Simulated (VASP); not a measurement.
Computed with PW91 GGA, VASP's PBE PAW potentials (set 64) (plane waves; VASP).

The input files of a VASP run:

POSCAR:
```
GaSb
1.0
  0.0000000000   3.1083898661   3.1083898661
  3.1083898661   0.0000000000   3.1083898661
  3.1083898661   3.1083898661   0.0000000000
Ga Sb
1 1
Cartesian
  0.0000000000   0.0000000000   0.0000000000
  1.5541949331   1.5541949331   1.5541949331
```

### KPOINTS
```
Automatic mesh
0
Gamma
11 11 11
0 0 0
```

### INCAR
```
SYSTEM = GaSb
PREC = Accurate; ENCUT = 520; LREAL = .False.
LASPH = .True.
EDIFF = 1E-7; NELM = 100; ALGO = Normal
LMAXMIX = 4
ISMEAR = -5
GGA = 91
ISIF = 2
LWAVE = .False.; LCHARG = .True.; LORBIT = 11
NEDOS = 601
```

POTCAR, in this order: Ga_d Sb (PBE.64 set). Program: vasp_std.

What VASP printed:

### OSZICAR
```
       N       E                     dE             d eps       ncg     rms          rms(c)
DAV:   1     0.772202975003E+02    0.77220E+02   -0.88273E+03  1464   0.164E+03
DAV:   2    -0.180552181286E+01   -0.79026E+02   -0.76934E+02  1596   0.308E+02
DAV:   3    -0.738338241914E+01   -0.55779E+01   -0.55554E+01  1791   0.721E+01
DAV:   4    -0.748225475470E+01   -0.98872E-01   -0.98836E-01  1671   0.107E+01
DAV:   5    -0.748508617503E+01   -0.28314E-02   -0.28314E-02  1851   0.161E+00    0.307E+00
DAV:   6    -0.744007995412E+01    0.45006E-01   -0.72084E-02  1918   0.481E+00    0.181E+00
DAV:   7    -0.742592107101E+01    0.14159E-01   -0.40732E-02  1716   0.196E+00    0.320E-01
DAV:   8    -0.742657774238E+01   -0.65667E-03   -0.45249E-03  1897   0.960E-01    0.648E-02
DAV:   9    -0.742696774864E+01   -0.39001E-03   -0.52380E-04  1609   0.212E-01    0.301E-02
DAV:  10    -0.742702725689E+01   -0.59508E-04   -0.71746E-05  1701   0.518E-02    0.864E-03
DAV:  11    -0.742703382164E+01   -0.65648E-05   -0.11756E-05  1571   0.324E-02    0.364E-03
DAV:  12    -0.742703497662E+01   -0.11550E-05   -0.18976E-06  1621   0.952E-03    0.278E-03
DAV:  13    -0.742703467893E+01    0.29769E-06   -0.14728E-07  1299   0.311E-03    0.388E-04
DAV:  14    -0.742703467300E+01    0.59290E-08   -0.13196E-08   903   0.126E-03
   1 F= -.74270347E+01 E0= -.74270347E+01  d E =0.000000E+00
```

**OUTCAR**
```
------------------------ aborting loop because EDIFF is reached ----------------------------------------
  FORCE on cell =-STRESS in cart. coord.  units (eV):
  Direction    XX          YY          ZZ          XY          YZ          ZX
  --------------------------------------------------------------------------------------
  Total       -0.0211439     -0.0211439     -0.0211439     -0.0000000     -0.0000000     -0.0000000
  in kB       -0.5639750     -0.5639750     -0.5639750     -0.0000000     -0.0000000     -0.0000000
  external PRESSURE =      -0.5639750 kB  Pullay stress =       0.0000000 kB
  volume of cell :       60.07
      direct lattice vectors                 reciprocal lattice vectors
     0.000000000  3.108389866  3.108389866    -0.160854983  0.160854983  0.160854983
     3.108389866  0.000000000  3.108389866     0.160854983 -0.160854983  0.160854983
     3.108389866  3.108389866  0.000000000     0.160854983  0.160854983 -0.160854983
  FREE ENERGIE OF THE ION-ELECTRON SYSTEM (eV)
  ---------------------------------------------------
  free  energy   TOTEN  =        -7.4270346730 eV

  energy  without entropy=       -7.4270346730  energy(sigma->0) =       -7.42703467

 total charge

# of ion       s       p       d       tot
------------------------------------------
    1        0.914   0.722   9.958  11.595
    2        1.139   1.311   0.025   2.474
--------------------------------------------------
tot          2.053   2.033   9.983  14.069
```
(Selected blocks of OUTCAR.)

For a metal the tetrahedron method with Blöchl corrections gives inexact stress and forces.

The compound is GaSb in the zinc blende structure. It was relaxed first, which changed the volume by +6 %.
